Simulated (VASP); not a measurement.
All values below come from SCAN meta-GGA, VASP's PBE PAW potentials (set 64) (plane waves; VASP).

The input files of a VASP run:

File KPOINTS:
```
Automatic mesh
0
Gamma
12 12 7
0 0 0
```

### POSCAR
```
Gd
1.0
  1.7899288237  -3.1002474535   0.0000000000
  1.7899288237   3.1002474535   0.0000000000
  0.0000000000   0.0000000000   5.5445725052
Gd
2
Cartesian
  1.7899288237   1.0334178847   1.3861431263
  1.7899288237  -1.0334178847   4.1584293789
```

INCAR:
```
ALGO = Normal
EDIFF = 1E-7
EDIFFG = -0.01
ENCUT = 520
IBRION = 2
ISIF = 4
ISMEAR = 1
LASPH = T
LCHARG = F
LMAXMIX = 6
LMIXTAU = T
LREAL = F
LWAVE = F
METAGGA = SCAN
NELM = 100
NSW = 30
PREC = Accurate
SIGMA = 0.1
SYSTEM = Gd
```

POTCAR, in this order: Gd_3 (PBE.64 set). Program: vasp_std.

Output

OSZICAR:
```
       N       E                     dE             d eps       ncg     rms          rms(c)
DAV:   1    -0.440327675120E+02   -0.44033E+02   -0.92359E+03  1976   0.129E+03
DAV:   2    -0.929583405540E+02   -0.48926E+02   -0.47678E+02  2156   0.249E+02
DAV:   3    -0.947943473058E+02   -0.18360E+01   -0.17399E+01  2702   0.288E+01
DAV:   4    -0.948383607795E+02   -0.44013E-01   -0.43898E-01  2619   0.413E+00
DAV:   5    -0.948403535568E+02   -0.19928E-02   -0.19909E-02  3081   0.534E-01    0.266E+01
DAV:   6    -0.920758914128E+02    0.27645E+01   -0.84899E-01  2595   0.885E+00    0.146E+01
DAV:   7    -0.906691618129E+02    0.14067E+01   -0.61436E-01  2256   0.796E+00    0.191E+00
DAV:   8    -0.917004779992E+02   -0.10313E+01   -0.59309E-01  2126   0.671E+00    0.284E+00
DAV:   9    -0.917626834341E+02   -0.62205E-01   -0.15940E-01  2021   0.591E+00    0.107E+00
DAV:  10    -0.917615234961E+02    0.11599E-02   -0.13305E-02  2556   0.147E+00    0.965E-01
DAV:  11    -0.917688812454E+02   -0.73577E-02   -0.36958E-03  2121   0.766E-01    0.728E-01
DAV:  12    -0.917709560598E+02   -0.20748E-02   -0.11731E-01  1976   0.479E+00    0.496E-01
DAV:  13    -0.917696683447E+02    0.12877E-02   -0.62071E-02  1976   0.334E+00    0.264E-01
DAV:  14    -0.917675688854E+02    0.20995E-02   -0.35256E-02  1976   0.237E+00    0.427E-01
DAV:  15    -0.917666506893E+02    0.91820E-03   -0.57676E-04  2371   0.268E-01    0.381E-01
DAV:  16    -0.917680730140E+02   -0.14223E-02   -0.53652E-04  2031   0.334E-01    0.323E-01
DAV:  17    -0.917690486527E+02   -0.97564E-03   -0.40441E-04  2006   0.289E-01    0.261E-01
DAV:  18    -0.917672693189E+02    0.17793E-02   -0.23635E-03  1976   0.659E-01    0.669E-02
DAV:  19    -0.917671677135E+02    0.10161E-03   -0.17084E-03  1976   0.572E-01    0.541E-02
DAV:  20    -0.917670936490E+02    0.74064E-04   -0.94058E-05  2469   0.114E-01    0.343E-02
DAV:  21    -0.917671893695E+02   -0.95720E-04   -0.71307E-05  2021   0.112E-01    0.316E-02
DAV:  22    -0.917671863544E+02    0.30151E-05   -0.10011E-04  1986   0.136E-01    0.186E-02
DAV:  23    -0.917669003417E+02    0.28601E-03   -0.41619E-04  1976   0.262E-01    0.146E-02
DAV:  24    -0.917668788462E+02    0.21495E-04   -0.65104E-05  2006   0.110E-01    0.879E-03
DAV:  25    -0.917668812679E+02   -0.24217E-05   -0.81672E-06  2296   0.410E-02    0.819E-03
DAV:  26    -0.917668763096E+02    0.49583E-05   -0.14754E-05  2006   0.561E-02    0.671E-03
DAV:  27    -0.917668816778E+02   -0.53682E-05   -0.46996E-06  1986   0.280E-02    0.452E-03
DAV:  28    -0.917668817950E+02   -0.11727E-06   -0.28468E-07  2516   0.723E-03    0.371E-03
DAV:  29    -0.917668814682E+02    0.32682E-06   -0.27061E-08  1103   0.240E-03    0.399E-03
DAV:  30    -0.917668830832E+02   -0.16150E-05   -0.31895E-07  1986   0.692E-03    0.143E-03
DAV:  31    -0.917668832687E+02   -0.18546E-06   -0.21745E-07  2001   0.647E-03    0.423E-04
DAV:  32    -0.917668834929E+02   -0.22424E-06   -0.35114E-08  1008   0.274E-03    0.599E-04
DAV:  33    -0.917668834761E+02    0.16786E-07   -0.79028E-09  1003   0.124E-03
   1 F= -.91766883E+02 E0= -.91767187E+02  d E =-.917669E+02
       N       E                     dE             d eps       ncg     rms          rms(c)
DAV:   1    -0.917685076338E+02   -0.16241E-02   -0.71996E-02  1996   0.200E+00    0.163E-01
DAV:   2    -0.917675206248E+02    0.98701E-03   -0.16574E-03  2356   0.356E-01    0.113E-01
DAV:   3    -0.917674988352E+02    0.21790E-04   -0.39321E-04  2236   0.228E-01    0.483E-02
DAV:   4    -0.917674779772E+02    0.20858E-04   -0.25771E-04  2318   0.189E-01    0.265E-02
DAV:   5    -0.917674790551E+02   -0.10780E-05   -0.19156E-04  1976   0.191E-01    0.200E-02
DAV:   6    -0.917674606593E+02    0.18396E-04   -0.91169E-05  1986   0.105E-01    0.521E-03
DAV:   7    -0.917674623602E+02   -0.17008E-05   -0.40846E-05  1996   0.692E-02    0.833E-03
DAV:   8    -0.917674627964E+02   -0.43622E-06   -0.44429E-06  2576   0.259E-02    0.445E-03
DAV:   9    -0.917674639560E+02   -0.11595E-05   -0.50611E-07  2588   0.820E-03    0.661E-03
DAV:  10    -0.917674633542E+02    0.60171E-06   -0.12866E-07  1557   0.483E-03    0.621E-03
DAV:  11    -0.917674601993E+02    0.31549E-05   -0.21943E-06  1986   0.218E-02    0.182E-03
DAV:  12    -0.917674600087E+02    0.19057E-06   -0.65939E-08  1058   0.325E-03    0.135E-03
DAV:  13    -0.917674600120E+02   -0.33008E-08   -0.10997E-08  1028   0.602E-04
   2 F= -.91767460E+02 E0= -.91767631E+02  d E =-.576536E-03
       N       E                     dE             d eps       ncg     rms          rms(c)
DAV:   1    -0.917682410818E+02   -0.78107E-03   -0.44203E-02  1986   0.157E+00    0.127E-01
DAV:   2    -0.917676306848E+02    0.61040E-03   -0.10174E-03  2371   0.279E-01    0.915E-02
DAV:   3    -0.917676236668E+02    0.70180E-05   -0.23138E-04  2236   0.174E-01    0.408E-02
DAV:   4    -0.917676102950E+02    0.13372E-04   -0.15538E-04  2336   0.146E-01    0.215E-02
DAV:   5    -0.917676116316E+02   -0.13366E-05   -0.12405E-04  1976   0.154E-01    0.158E-02
DAV:   6    -0.917675994125E+02    0.12219E-04   -0.52609E-05  2001   0.801E-02    0.395E-03
DAV:   7    -0.917676006994E+02   -0.12869E-05   -0.21339E-05  2026   0.488E-02    0.688E-03
DAV:   8    -0.917676009518E+02   -0.25241E-06   -0.23874E-06  2584   0.186E-02    0.373E-03
DAV:   9    -0.917676019389E+02   -0.98715E-06   -0.32554E-07  2385   0.676E-03    0.562E-03
DAV:  10    -0.917676009646E+02    0.97433E-06   -0.19172E-07  2008   0.623E-03    0.451E-03
DAV:  11    -0.917675989793E+02    0.19854E-05   -0.11141E-06  1986   0.154E-02    0.869E-04
DAV:  12    -0.917675990238E+02   -0.44588E-07   -0.46018E-08  1018   0.286E-03
   3 F= -.91767599E+02 E0= -.91767640E+02  d E =-.715548E-03
```

**OUTCAR**
```
------------------------ aborting loop because EDIFF is reached ----------------------------------------
  FORCE on cell =-STRESS in cart. coord.  units (eV):
  Direction    XX          YY          ZZ          XY          YZ          ZX
  --------------------------------------------------------------------------------------
  Total        0.3740890      0.3740890      0.3817302      0.0000000      0.0000000      0.0000000
  in kB        9.7399190      9.7399176      9.9388676      0.0000000      0.0000000      0.0000000
  external PRESSURE =       9.8062347 kB  Pullay stress =       0.0000000 kB
  volume of cell :       61.54
      direct lattice vectors                 reciprocal lattice vectors
     1.784104562 -3.090159532 -0.000000000     0.280252632 -0.161803944  0.000000000
     1.784104562  3.090159532 -0.000000000     0.280252632  0.161803944 -0.000000000
     0.000000000  0.000000000  5.580832442     0.000000000 -0.000000000  0.179184738
 POSITION                                       TOTAL-FORCE (eV/Angst)
 -----------------------------------------------------------------------------------
      1.78410      1.03006      1.39521        -0.000000     -0.000000      0.000000
      1.78410     -1.03006      4.18562         0.000000      0.000000      0.000000
 -----------------------------------------------------------------------------------
    total drift:                               -0.000003      0.000112     -0.000012
  FREE ENERGIE OF THE ION-ELECTRON SYSTEM (eV)
  ---------------------------------------------------
  free  energy   TOTEN  =       -91.7675990238 eV

  energy  without entropy=      -91.7677214550  energy(sigma->0) =      -91.76763983

 reached required accuracy - stopping structural energy minimisation
```
(Selected blocks of OUTCAR.)

CONTCAR:
```
Gd
   1.00000000000000
     1.7841045622851530   -3.0901595318798671   -0.0000000000000000
     1.7841045622851530    3.0901595318798671   -0.0000000000000000
     0.0000000000000000    0.0000000000000000    5.5808324422315545
  Gd
     2
Direct
     0.3333330000000032    0.6666669999999968    0.2500000000000000
     0.6666669999999968    0.3333330000000032    0.7500000000000000
```

The 4f electrons are frozen in the core of the lanthanide potential, so 4f levels, which can set the real gap, and their magnetism are missing.

The compound is Gd in the hcp structure. This cell is one point of a volume scan, at 0.97 of the reference volume. Symmetry was kept, so distortions that lower it aren't found.
